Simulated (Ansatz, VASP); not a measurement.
Two plane-wave programs on CaI2

INCAR

```
SYSTEM = CaI2
ALGO = Fast
EDIFF = 1E-8
ENCUT = 520
ISIF = 2
ISMEAR = -1
LASPH = .True.
LCHARG = .False.
LEFG = .True.
LREAL = .False.
LWAVE = .False.
NBANDS = 19
NELM = 100
PREC = Accurate
SIGMA = 0.03
```

KPOINTS

```
k-points
0
Gamma
  7 7 4
  0 0 0
```

Contents of POSCAR:

```
CaI2
1.0
    3.6257686089      0.0000000000      0.0000000000
   -1.8128843045      3.1400077236      0.0000000000
    0.0000000000      0.0000000000      6.1870777552
Ca I
1 2
Direct
    0.0000000000      0.0000000000      0.0000000000
    0.3333333333      0.6666666667      0.2971520148
    0.6666666667      0.3333333333      0.7028479852
```

Input for Ansatz:

```yaml
crystal:
  lattice:
    - [3.6257686089, 0.0, 0.0]
    - [-1.8128843045, 3.1400077236, 0.0]
    - [0.0, 0.0, 6.1870777552]
  atoms:
    - { symbol: Ca, position: [0.0, 0.0, 0.0] }
    - { symbol: I, position: [0.3333333333, 0.6666666667, 0.2971520148] }
    - { symbol: I, position: [0.6666666667, 0.3333333333, 0.7028479852] }
kpoints:
  mp_grid: { grid: [7, 7, 4] }
  band_path:
    path:
      - [0.0, 0.0, 0.0]
      - [0.5, 0.0, 0.0]
      - [0.3333333333, 0.3333333333, 0.0]
      - [0.0, 0.0, 0.0]
      - [0.0, 0.0, 0.5]
      - [0.5, 0.0, 0.5]
      - [0.3333333333, 0.3333333333, 0.5]
      - [0.0, 0.0, 0.5]
      - [0.5, 0.0, 0.5]
    npoints: 6
scf:
  occupations: { method: fermi_dirac, width: 0.03 }
hamiltonian:
  xc: lda
  pseudopotentials: { kind: paw }
output:
  forces: true
  stress: true
  eigenvalues: true
  efg: { contact_densities: true }
  populations: true
  write_density: true
  write_potential: true
  elf: true
  volumetric_format: npy
```

Change from the starting cell: volume scaled by 0.55, PAW files.

Alike in both runs: task electric field gradients; functional LDA; k mesh 7 × 7 × 4; occupations fermi-dirac, width 0.03 eV; no spin polarisation.

```csv
,VASP,Ansatz
version,VASP 6.6.1,Ansatz 0.2.0
potentials or method,"VASP PAW LDA potentials, release 64 (Ca_sv, I)","PAW with Ansatz's default frozen-core files, scalar-relativistic"
plane-wave cutoff (eV),520,420
valence electrons in the cell,24,44
```

Ansatz gave:

- gap on the k mesh at the Fermi level (eV): 1.23
- pressure (GPa): 26.1
- largest component of the traceless stress (GPa): 0.02
- rms of the force components (eV/Å): 0.000
- Vzz of the field gradient on the site that differs most (V/Å²): 96.0

**Question.** Estimate VASP's values.

**Answer.** gap on the k mesh at the Fermi level (eV): 1.20; pressure (GPa): 26.4; largest component of the traceless stress (GPa): 0.06; rms of the force components (eV/Å): 0.025; Vzz of the field gradient on the site that differs most (V/Å²): 92.9.

Atom by atom the forces differ by 0.024 eV/Å (rms over components). The two sets of potentials don't hold the same shells in valence. Ansatz warned: «gradients_without_spin_orbit».

Caveats: so large a pressure means that the cell lies far from this level's equilibrium, or that cutoff or potentials fall short (VASP); spin-orbit coupling is left out, which moves the levels of the heavy elements; an odd mesh through Γ misses points on the zone boundary, where band edges often lie.
